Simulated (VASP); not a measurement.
Method: LDA (Ceperley-Alder, Perdew-Zunger), VASP's LDA PAW potentials (set 64) (plane waves; VASP).

VASP input:

File POSCAR:
```
HfAu2
1
   -1.8147890000     1.8147890000     4.4417720000
    1.8147890000    -1.8147890000     4.4417720000
    1.8147890000     1.8147890000    -4.4417720000
Hf Au
1 2
Direct
  0.0000000000   0.0000000000   0.0000000000
  0.3353000000   0.3353000000   0.0000000000
  0.6647000000   0.6647000000   0.0000000000
```

File KPOINTS:
```
Automatic mesh
0
Gamma
6 6 6
0 0 0
```

**INCAR**
```
SYSTEM  =  HfAu2
PREC  =  Accurate; ENCUT  =  300; LREAL  =  .FALSE.
LASPH  =  .TRUE.
EDIFF  =  1E-6; NELM  =  100; ALGO  =  Normal
LMAXMIX  =  6
ISMEAR  =  0; SIGMA  =  0.1
ISIF  =  2
LWAVE  =  .FALSE.; LCHARG  =  .FALSE.
```

POTCAR, in this order: Hf_pv Au (LDA.64 set). Program: vasp_std.

At this cut-off the stress carries a Pulay error, which pulls relaxed volumes low. Gaps are read on the run's mesh, which can miss a band edge. Unless said otherwise, spin-orbit coupling is left out, though it shifts the bands of the heavy elements here.

Question: Predict the energy per atom (σ→0), pressure, largest force, band gap (on the k-mesh).

Answer: 
```
Item                                                        Result
------------------------  ----------------------------------------
energy per atom (σ→0)                               -7.057 eV/atom
band gap (on the k-mesh)  none (metal, semimetal or under 0.01 eV)
pressure                                                -16.11 GPa
largest force                                           0.166 eV/Å
```

OSZICAR:
```
...
DAV:   7    -0.212459173185E+02    0.21964E+00   -0.14177E+00  1300   0.589E+00    0.961E+00
DAV:   8    -0.211881689747E+02    0.57748E-01   -0.30645E-01  1352   0.431E+00    0.172E+00
DAV:   9    -0.211777976232E+02    0.10371E-01   -0.75226E-02  1376   0.184E+00    0.118E+00
DAV:  10    -0.211775368365E+02    0.26079E-03   -0.15929E-03  1340   0.259E-01    0.145E-01
DAV:  11    -0.211775381126E+02   -0.12762E-05   -0.12709E-04  1452   0.709E-02    0.665E-02
DAV:  12    -0.211775356488E+02    0.24639E-05   -0.75498E-06  1388   0.175E-02    0.154E-02
DAV:  13    -0.211775357494E+02   -0.10062E-06   -0.34430E-07   732   0.444E-03
   1 F= -.21177536E+02 E0= -.21172355E+02  d E =-.103612E-01
```

The structure was generated: HfAu2 was put into an ordered model structure, which need not be its known phase. The cell was not relaxed at this level. The k-mesh is coarse (spacing up to 0.41 per Å, 2π included), so the numbers may not be converged in it. The run is one of a series of settings (KPOINTS 6×6×6 Γ-centred mesh against the base run), some of them coarse on purpose.
